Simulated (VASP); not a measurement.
Here is the system:

```yaml
crystal:
  lattice:
    - [5.19987, 0.00000, 0.00000]
    - [0.00000, 8.49136, 0.00000]
    - [0.00000, 0.00000, 24.56964]
  atoms:
    - { symbol: Cs, position: [0.49563, 0.75000, 0.35105] }
    - { symbol: Cs, position: [0.83962, 0.25000, 0.44926] }
    - { symbol: Cs, position: [0.16038, 0.75000, 0.55074] }
    - { symbol: Cs, position: [0.50437, 0.25000, 0.64895] }
```

Calculation: PBEsol GGA, VASP's PBE PAW potentials (set 64) (plane waves; VASP). Settings: PREC = Normal, 400 eV cut-off, 6×4×1 Γ-centred mesh, first-order Methfessel-Paxton smearing of 0.10 eV, potentials Cs_sv.

Unless said otherwise, spin-orbit coupling is left out, though it shifts the bands of the heavy elements here.

Estimate the energy per atom (σ→0), band gap (on the k-mesh) with the smallest direct gap where there is one.

* **band gap (on the k-mesh)**: none (metal, semimetal or under 0.01 eV)
* **energy per atom (σ→0)**: -78.6 kJ/mol-atom

Total energies compare only between runs with the same potentials, cut-off and functional.

The cell is a thin slab with vacuum, built from Cs (bcc): (211) face.
